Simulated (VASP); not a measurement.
Data:

```
Mo
1.0
   -1.57396     1.57396     1.57396
    1.57396    -1.57396     1.57396
    1.57396     1.57396    -1.57396
Mo
1
Direct
  0.00000   0.00000   0.00000
```

Method: MS2 meta-GGA, VASP's PBE PAW potentials (set 64) (plane waves; VASP 6.6.1). Settings: 520 eV cut-off, 18×18×18 Γ-centred mesh, tetrahedra with Blöchl corrections, potentials Mo_sv.

Q: Predict the energy per atom (σ→0), band gap (over mesh and band path) with the smallest direct gap where there is one.

A: 
| Item | Value |
|---|---|
| band gap (over mesh and band path) | none (metal, semimetal or under 0.01 eV) |
| energy per atom (σ→0) | -10.288 eV/atom |

Total energies compare only between runs with the same potentials, cut-off and functional.

The compound is Mo in the bcc structure. It was relaxed first.
